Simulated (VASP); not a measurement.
Here is the system:

```
Hg2SSe
1.0
    6.01364     0.00000     0.00000
    0.00000     6.01364     0.00000
    0.00000     0.00000     6.01549
Hg Se S
4 2 2
Direct
  0.00000   0.00000   0.98779
  0.50000   0.50000   0.98779
  0.50000   0.00000   0.51221
  0.00000   0.50000   0.51221
  0.25000   0.25000   0.25000
  0.75000   0.75000   0.25000
  0.75000   0.25000   0.75000
  0.25000   0.75000   0.75000
```

Level of theory: PBEsol GGA, VASP's PBE PAW potentials (set 64) (plane waves; VASP). Settings: 400 eV cut-off, 6×6×6 Γ-centred mesh, tetrahedra with Blöchl corrections, potentials Hg Se S.

Unless said otherwise, spin-orbit coupling is left out, though it shifts the bands of the heavy elements here.

Problem. What does the run give for the energy per atom (σ→0), band gap (on the k-mesh) with the smallest direct gap where there is one?

Solution. 
```
Property                                                    Result
------------------------  ----------------------------------------
band gap (on the k-mesh)  none (metal, semimetal or under 0.01 eV)
energy per atom (σ→0)                               -2517 meV/atom
```

The structure was generated: Hg4S2Se2 was put into an ordered model structure (P-4m2), which need not be its known phase. It was relaxed first.
